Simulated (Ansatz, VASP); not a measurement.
# EuF2 in two plane-wave programs

Aim: how closely do two programs agree when they are given the same cell, functional and k mesh? The cell is taken from a series of runs on this material, whose earlier steps may have relaxed, scaled, displaced or heated it; both programs get it as it stands.

Main program and level: Ansatz 0.2.0; plane waves, with VASP 6.6.1 beside it; relaxation of cell and atoms at PBEsol, DFT+U and zone-centre phonons at PBEsol, DFT+U.

## (1) The starting structure

The structure is cubic, space group Fm-3m (No. 225). Conventional cell: a = 5.806 Å, b = 5.806 Å, c = 5.806 Å, α = 90.00°, β = 90.00°, γ = 90.00°. Eu has 8 F at 2.51 Å nearest. Nearest to F lie 4 Eu at 2.51 Å. Farther neighbours and most contacts between anions are not listed.

## (2) Ansatz: relaxation of cell and atoms, PBEsol, DFT+U

Ansatz runs on its PAW soft_1 files.

The relaxed volume is the usual yardstick between codes: in a stiff, nearly cubic crystal its relative difference is about their pressure difference at one cell divided by the bulk modulus.

Contents of input.yaml:

```yaml
crystal:
  lattice:
    - [0.0, 2.9027973167, 2.9027973167]
    - [2.9027973167, 0.0, 2.9027973167]
    - [2.9027973167, 2.9027973167, 0.0]
  atoms:
    - { symbol: Eu, position: [0.0, 0.0, 0.0], spin: 7.45 }
    - { symbol: F, position: [0.25, 0.25, 0.25] }
    - { symbol: F, position: [0.75, 0.75, 0.75] }
kpoints:
  mp_grid: { grid: [8, 8, 8] }
hamiltonian:
  xc: pbesol
  hubbard:
    sites: [{ species: Eu, l: f, u_eff: 6.0 }]
    projectors: ortho-atomic
  pseudopotentials: { kind: paw, azcp: { folder: soft_1 }, xc_functional: pbe }
scf:
  occupations: { method: gaussian, width: 0.02 }
output:
  forces: true
  stress: true
  eigenvalues: true
  populations: true
magnetization:
  spin_polarized: true
relax:
  adjacent_minimum: "off"
  f_tol: 0.001
  max_steps: 60
  cell: { stress_tol: 0.01 }
```

The run is started by

```bash
$ ansatz run input.yaml --threads 4 --pin off --max-ram 8192MiB --backend cpu --events-out ev --progress --plain --runs-dir out
```

Numbers of over 12 decimals in the logs are rounded to 6 here.

Output:

```text
Engine: ansatz 0.2.0, x86_64-unknown-linux-gnu
Pseudopotentials: kind: paw
Pseudopotential: Eu, paw, valence charge 17, recommended cutoff 420 eV (normal), soft_1/Eu.paw.azcp
Pseudopotential: F, paw, valence charge 7, recommended cutoff 420 eV (normal), soft_1/F.paw.azcp
Functional definition: PBEsol
  exchange = pbesol_x
  correlation = pbesol_c
Crystal: 3 atoms, lattice volume = 48.919 Å³
Basis set: ecut = 420 eV, 941 PW (Γ), exchange–correlation on 60×60×60 points (8 copies of the dense FFT grid, shifted against one another)
Bands: 24, of which v1, the nominal top of the filled ones, is band 16 counted from 1 (15 counted from 0)
Symmetry: 48 space group operations
Space group: Fm-3m (ITA 225), of the structure as read, at distance tolerance 3.7e-5 Å
Magnetic group: BNS 225.116 (UNI 1618), of the structure as read, at distance tolerance 3.7e-5 Å
k-points: 29 of 512
Non-local potential: Eu, projectors of the file, l = 0: 3, l = 1: 2, l = 2: 2, l = 3: 3
Non-local potential: F, projectors of the file, l = 0: 2, l = 1: 2, l = 2: 1
PAW form: soft (Blöchl's): semilocal exchange-correlation on the pseudo side does not see the compensation charge
PAW frozen core: Eu, regenerated for the run's functional, and the local potential with it (the file was generated under x = pbe(κ = 0.804, μ = 0.219515), c = pbe(β = 0.066725))
PAW frozen core: F, regenerated for the run's functional, and the local potential with it (the file was generated under x = pbe(κ = 0.804, μ = 0.219515), c = pbe(β = 0.066725))
PAW one-centre angular grid: Eu, 590 points (default); XC on 64 Gauss nodes
PAW one-centre angular grid: F, 110 points (default); XC on 64 Gauss nodes
Initial density: superposition of atomic densities (chi_scale 0.1, normalization cell)
Starting moments: Σ|m| = 7.45 μB on 1 of 3 sites
Initial wavefunctions: pseudopotential atomic-orbital guess
Functional: x = pbesol(κ = 0.804, μ = 0.123457), c = pbesol(β = 0.046)
SCF iter   1: F=—  HF=-10270.242967 eV  |F-HF|=—  |Δ(HF+E_count)|=         —  Δρ=2.58e-1 (↑2.58e-1 ↓1.88e-1)  dr2=5.32e0  dr2_m=2.15e1  M=7.000 μB ∫|m|=7.195 μB  β_m=1.00  ethr=3.10e-3  ⟨swp⟩=5.9  Hψ=5394  notcnv=0
preconditioner: auto → none  [insulator: Δε(μ)=4.358 eV  Ē_g=16.565 eV  σ=0.020 eV  W_gap=1.00  n_scr=14 (ndim 8)  ℏωp=28.6 eV  f_vac=0.000  D(μ)=0.00/eV (n_scr^D=0)  ε∞_Penn≈4.0]
SCF iter   2: F=—  HF=-10264.128345 eV  |F-HF|=—  |Δ(HF+E_count)|=    6.11e0  Δρ=4.15e-2 (↑4.15e-2 ↓1.98e-2)  dr2=5.91e-1  dr2_m=3.24e-1  M=7.000 μB ∫|m|=7.104 μB  β_m=1.00  ethr=3.10e-3  ⟨swp⟩=3.8  Hψ=3968  notcnv=0  defer=105
SCF iter   3: F=—  HF=-10266.284478 eV  |F-HF|=—  |Δ(HF+E_count)|=    2.16e0  Δρ=1.29e-2 (↑1.29e-2 ↓9.12e-3)  dr2=1.22e-1  dr2_m=8.77e-3  M=7.000 μB ∫|m|=7.084 μB  β_m=1.00  ethr=1.91e-3  ⟨swp⟩=4.2  Hψ=3882  notcnv=0  defer=110
SCF iter   4: F=—  HF=-10268.582893 eV  |F-HF|=—  |Δ(HF+E_count)|=    2.30e0  Δρ=4.21e-3 (↑4.21e-3 ↓2.83e-3)  dr2=2.51e-3  dr2_m=5.19e-3  M=7.000 μB ∫|m|=7.076 μB  β_m=0.30  ethr=3.95e-4  ⟨swp⟩=3.5  Hψ=3105  notcnv=0  defer=115
SCF iter   5: F=—  HF=-10270.127250 eV  |F-HF|=—  |Δ(HF+E_count)|=    1.54e0  Δρ=5.15e-3 (↑2.09e-3 ↓5.15e-3)  dr2=3.34e-3  dr2_m=5.54e-3  M=7.000 μB ∫|m|=7.073 μB  β_m=0.30  ethr=8.09e-6  ⟨swp⟩=3.3  Hψ=3582  notcnv=0  defer=111
SCF iter   6: F=—  HF=-10270.706465 eV  |F-HF|=—  |Δ(HF+E_count)|=   5.79e-1  Δρ=4.96e-3 (↑2.03e-3 ↓4.96e-3)  dr2=2.50e-3  dr2_m=5.31e-3  M=7.000 μB ∫|m|=7.070 μB  β_m=0.30  ethr=8.09e-6  ⟨swp⟩=3.4  Hψ=2975  notcnv=0  defer=111
SCF iter   7: F=—  HF=-10271.013030 eV  |F-HF|=—  |Δ(HF+E_count)|=   3.07e-1  Δρ=5.27e-3 (↑5.27e-3 ↓2.92e-3)  dr2=2.39e-3  dr2_m=7.47e-3  M=7.000 μB ∫|m|=7.067 μB  β_m=0.30  ethr=8.05e-6  ⟨swp⟩=4.2  Hψ=3061  notcnv=0  defer=114
SCF iter   8: F=—  HF=-10271.146855 eV  |F-HF|=—  |Δ(HF+E_count)|=   1.34e-1  Δρ=3.37e-3 (↑3.37e-3 ↓2.56e-3)  dr2=2.35e-4  dr2_m=3.94e-3  M=7.000 μB ∫|m|=7.067 μB  β_m=0.30  ethr=7.71e-6  ⟨swp⟩=2.6  Hψ=2994  notcnv=0  defer=119
SCF iter   9: F=—  HF=-10271.213197 eV  |F-HF|=—  |Δ(HF+E_count)|=   6.63e-2  Δρ=2.31e-3 (↑1.72e-3 ↓2.31e-3)  dr2=1.27e-4  dr2_m=1.82e-3  M=7.000 μB ∫|m|=7.067 μB  β_m=0.30  ethr=7.59e-7  ⟨swp⟩=2.7  Hψ=3063  notcnv=0  defer=119
Mixer restart at iter 9: flushing history
spin-set hold released at iteration 9 (site moments contracting): the magnetisation degrees of freedom join the quasi-Newton model from the next iteration; the mixer history was flushed
SCF iter  10: F=—  HF=-10271.245394 eV  |F-HF|=—  |Δ(HF+E_count)|=   3.22e-2  Δρ=1.83e-3 (↑1.60e-3 ↓1.83e-3)  dr2=1.63e-5  dr2_m=1.31e-3  M=7.000 μB ∫|m|=7.067 μB  β_m=0.63  ethr=4.09e-7  ⟨swp⟩=2.6  Hψ=2564  notcnv=0  defer=119
SCF iter  11: F=—  HF=-10271.277937 eV  |F-HF|=—  |Δ(HF+E_count)|=   3.25e-2  Δρ=4.40e-4 (↑2.00e-4 ↓4.40e-4)  dr2=7.01e-5  dr2_m=3.36e-5  M=7.000 μB ∫|m|=7.066 μB  β_m=0.63  ethr=5.27e-8  ⟨swp⟩=3.3  Hψ=3749  notcnv=0  defer=119
[...]
SCF iter   2: F=—  HF=-10271.277935 eV  |F-HF|=—  |Δ(HF+E_count)|=   3.86e-7  Δρ=4.62e-5 (↑4.62e-5 ↓3.95e-5)  dr2=1.29e-7  dr2_m=8.12e-7  M=7.000 μB ∫|m|=7.066 μB  β_m=0.54  ethr=1.85e-9  ⟨swp⟩=2.0  Hψ=1769  notcnv=0
SCF iter   3: F=—  HF=-10271.277936 eV  |F-HF|=—  |Δ(HF+E_count)|=   5.97e-7  Δρ=1.78e-5 (↑1.78e-5 ↓9.57e-6)  dr2=4.13e-8  dr2_m=8.13e-8  M=7.000 μB ∫|m|=7.066 μB  β_m=0.50  ethr=4.15e-10  ⟨swp⟩=2.0  Hψ=2291  notcnv=0
SCF iter   4: F=—  HF=-10271.277936 eV  |F-HF|=—  |Δ(HF+E_count)|=   2.15e-8  Δρ=2.93e-6 (↑2.83e-6 ↓2.93e-6)  dr2=1.78e-9  dr2_m=3.33e-9  M=7.000 μB ∫|m|=7.066 μB  β_m=0.65  ethr=1.33e-10  ⟨swp⟩=2.0  Hψ=2075  notcnv=0
SCF iter   5: F=—  HF=-10271.277936 eV  |F-HF|=—  |Δ(HF+E_count)|=   3.19e-9  Δρ=2.70e-6 (↑1.97e-6 ↓2.70e-6)  dr2=6.35e-9  dr2_m=1.88e-10  M=7.000 μB ∫|m|=7.066 μB  β_m=0.54  ethr=4.10e-12  ⟨swp⟩=5.1  Hψ=4719  notcnv=0
SCF iter   6: F=-10271.277936 eV  HF=-10271.277936 eV  |F-HF|=1.09e-11  |Δ(HF+E_count)|=   1.81e-9  Δρ=3.81e-7 (↑3.81e-7 ↓2.25e-7)  dr2=1.03e-11  dr2_m=3.90e-11  M=7.000 μB ∫|m|=7.066 μB  ethr=4.10e-12  ⟨swp⟩=2.9  Hψ=5039  notcnv=0
SCF 2 converged in 6 iterations: F = -10271.277936 eV  dr2 = 1.03e-11
relax step   2: F+E_penalty+E_count = -10271.27793564 eV  Δ(F+E_penalty+E_count) = +5.193e-5 eV  max|allowed force component| = 4.973e-17 eV/Å  Δτ_max = 0.0000 Å  P = -0.011 GPa  Ω = 48.940 Å³  energy of the carried Pulay correction = -5.267e-5 eV  (6 SCF iters, dr2 threshold 1.27e-9 eV, accepted)
[...]
relax step   3: F+E_penalty+E_count = -10271.27795327 eV  Δ(F+E_penalty+E_count) = -1.762e-5 eV  max|allowed force component| = 4.896e-17 eV/Å  Δτ_max = 0.0000 Å  P = -0.000 GPa  Ω = 48.933 Å³  energy of the carried Pulay correction = -3.529e-5 eV  (6 SCF iters, dr2 threshold 3.09e-10 eV, accepted)
[...]
relax step   4: F+E_penalty+E_count = -10271.27802672 eV  Δ(F+E_penalty+E_count) = -7.346e-5 eV  max|allowed force component| = 5.744e-17 eV/Å  Δτ_max = 0.0000 Å  P = +0.002 GPa  Ω = 48.933 Å³  stress off target by 1.51e-3 GPa  SCF on the basis re-selected at this cell (its energy is not comparable with the rows above)  (5 SCF iters)
basis re-selected at this cell: Δ(F+E_penalty+E_count) = -7.346e-5 eV, ΔP = +0.002 GPa vs the last step (what re-selecting the basis moved, of the pressure what is left beyond the Pulay correction that the steps carried, after the strain that the cell walked since its last selection, with what the two solves' SCF thresholds leave and, on support functions, any second-order correction that the steps lacked; it is no m [...]
SCF converged after 5 iterations
Magnetization: 7.0000 μB (19.0000 up, 12.0000 down)
Absolute magnetization: 7.0662 μB (∫|ρ↑−ρ↓|, with the PAW one-centre terms)
Spin contamination: 0.0061 ħ² per cell (⟨S²⟩ above its minimum at these occupations)
Per-site moments (μB) at R_I (Å): [(6.776996, 1.037081), (-0.00667165, 1.037081), (-0.00667165, 1.037081)]
Free energy (F): -10271.278027 eV
Harris-Foulkes:  -10271.278027 eV  (|F-HF|=1.82e-12)
Internal energy: -10271.278027 eV  (E = F + TS)
E sigma→0 (E₀):  -10271.278027 eV
Fermi energy:    10.006154 eV
--- Per-component energies (eV) ---
  E_band       = -56.694559
  E_kinetic    = 686.094981
  E_local      = -3188.215589  (includes V_loc(G=0)·N_el)
  E_nonlocal   = 864.796031
  E_hartree    = 1235.620045
  E_xc         = -296.869900
  E_vxc        = -366.030484  (∫ρ·V_xc dr)
  E_hubbard    = 0.117713  (on-site DFT+U / exact-exchange correction)
  E_vhub       = -20.775739  (the Hubbard potential's part of the band-sum identity)
  E_paw        = -6767.474576  (= ΣΔE_a)
  E_vpaw       = -503.805232  (= ΣTr[D̂ρ^β])
  E_aug_tail   = 0.001411  (compensation charges beyond the density's cutoff)
  E_ewald      = -2806.020754
  E_core_change = 0.672612  (= ΣΔE_core)
  E_smearing   = -0.000000  (= −TS)
  E_closure    = 0.000000  (closes the sum)
  Σ components = -10271.278027   (vs F -10271.278027, Δ=0.00e0)
--- Forces (eV/Å), atoms counted from 1 ---
  atom   1  Eu    -0.00000000     0.00000000     0.00000000
  atom   2  F      0.00000000     0.00000000     0.00000000
  atom   3  F     -0.00000000    -0.00000000    -0.00000000
  max |Σ_I F_I| component: 1.16e-17 eV/Å
--- Stress (GPa, compression-positive) ---
        0.001510       0.000000       0.000000
        0.000000       0.001510       0.000000
        0.000000       0.000000       0.001510
  P = ⅓ Tr σ = 0.0015 GPa (0.015 kbar)
--- Band table (eV; the first three rows and the last of 58) ---
  k-point 0 ↑: bands = [... 12 lower, 8.7006, 8.7006, 8.7006, 8.7603, 8.8173, 8.8173, 8.8173, 11.0592, ... 4 higher]
  k-point 1 ↑: bands = [... 12 lower, 8.6922, 8.6922, 8.7014, 8.7647, 8.7830, 8.8097, 8.8097, 11.4704, ... 4 higher]
  k-point 2 ↑: bands = [... 12 lower, 8.6668, 8.6668, 8.6805, 8.7032, 8.8020, 8.8020, 8.8066, 12.4380, ... 4 higher]
  k-point 28 ↓: bands = [... 12 lower, 13.0315, 15.6460, 15.6784, 15.6784, 17.9166, 18.9482, 18.9482, 19.2078, ... 4 higher]
Occupation matrices written to <dir>
--- Relaxed structure (3 steps of the walk, 3 accepted, 1 SCFs on fresh bases) ---
  F+E_penalty+E_count = -10271.27802672 eV   max|allowed force component| = 5.744e-17 eV/Å   (the final SCF, on the basis selected at the relaxed cell)
  cell:  # Å, volume = 48.9333 Å³
    - [0, 2.903074, 2.903074]
    - [2.903074, 0, 2.903074]
    - [2.903074, 2.903074, 0]
  atoms:
    - { symbol: Eu, position: [0, 0, 0] }
    - { symbol: F, position: [0.25, 0.25, 0.25] }
    - { symbol: F, position: [0.75, 0.75, 0.75] }
--- Löwdin populations: 3 sites ---
  site symbol       q [e]    m [muB]
     0     Eu     16.0813     7.0137
     1      F      7.4295    -0.0107
     2      F      7.4295    -0.0107
  spilling = 0.001927 (of n_electrons = 31.000000)
```

(Continued in part 2 of 3.)

[Lines on the potential files, build, host, timing and source positions are cut from VASP's logs without a mark.]

[Logs are printed without paths, hosts, clocks, repeated set-up lines and the standing remarks that a program may print on its own settings, such as how far it seeks lower states.]

[Hosts, paths, dates, database ids (printed as entryN), source tags and the programs' standing remarks are cut or masked in the printed files.]
